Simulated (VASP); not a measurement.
VASP input:

### INCAR
```
! general
SYSTEM=SiO2
PREC  =Accurate
ENCUT =520
LREAL =.FALSE.
LASPH =.TRUE.

! electronic loop
EDIFF =1E-7
NELM  =100
ALGO  =Normal

! smearing
ISMEAR=-5

! functional
GGA   =PS

! ions
ISIF  =2

! output
LWAVE =.FALSE.
LCHARG=.TRUE.
LORBIT=11
NEDOS =601

! other
LEFG  =.TRUE.
```

KPOINTS:
```
Regular mesh
0
G
 6 6 5
0 0 0
```

File POSCAR:
```
SiO2
1
    4.9461271313     0.0000000000    -0.0000000000
   -2.4730635656     4.2834718893    -0.0000000000
   -0.0000000000    -0.0000000000     5.4480511947
Si O
3 6
Direct
  1.0000000000   0.4695935773   0.3333330000
  0.5304064227   0.5304064227   0.0000000000
  0.4695935773   0.0000000000   0.6666670000
  0.1444105950   0.7318239025   0.5485007754
  0.2681760975   0.4125866924   0.2151677754
  0.5874133076   0.8555894050   0.8818337754
  0.7318239025   0.1444105950   0.4514992246
  0.4125866924   0.2681760975   0.7848322246
  0.8555894050   0.5874133076   0.1181662246
```

POTCAR, in this order: Si O (PBE.64 set). Program: vasp_std.

Q: Translate this PBEsol calculation to Quantum ESPRESSO's pw.x.

A: One equivalent input (not run):
```
&CONTROL
  calculation = 'scf'
  pseudo_dir = './pseudo'
  outdir = './out'
  tprnfor = .true.
  tstress = .true.
/
&SYSTEM
  ibrav = 0
  nat = 9
  ntyp = 2
  ecutwfc = 84
  occupations = 'tetrahedra'
  input_dft = 'pbesol'
/
&ELECTRONS
  conv_thr = 7.3e-09
  electron_maxstep = 100
/
ATOMIC_SPECIES
  Si 28.085 Si.upf
  O 15.999 O.upf
CELL_PARAMETERS angstrom
     4.9461271    0.0000000   -0.0000000
    -2.4730636    4.2834719   -0.0000000
    -0.0000000   -0.0000000    5.4480512
ATOMIC_POSITIONS crystal
  Si   1.0000000  0.4695936  0.3333330
  Si   0.5304064  0.5304064  0.0000000
  Si   0.4695936  0.0000000  0.6666670
  O    0.1444106  0.7318239  0.5485008
  O    0.2681761  0.4125867  0.2151678
  O    0.5874133  0.8555894  0.8818338
  O    0.7318239  0.1444106  0.4514992
  O    0.4125867  0.2681761  0.7848322
  O    0.8555894  0.5874133  0.1181662
K_POINTS automatic
  6 6 5 0 0 0
```
What does not carry over: the potentials are each code's own (VASP's PAW set, PseudoDojo norm-conserving files in pw.x), so ENCUT and ecutwfc are chosen apart and not converted; conv_thr bounds pw.x's estimated SCF error, while EDIFF bounds the energy change between steps; the field gradients of LEFG aren't asked of the other code.

The structure comes from a computed database's SiO2 entry (P3_221); how it stands against other phases isn't given here. It was relaxed first.
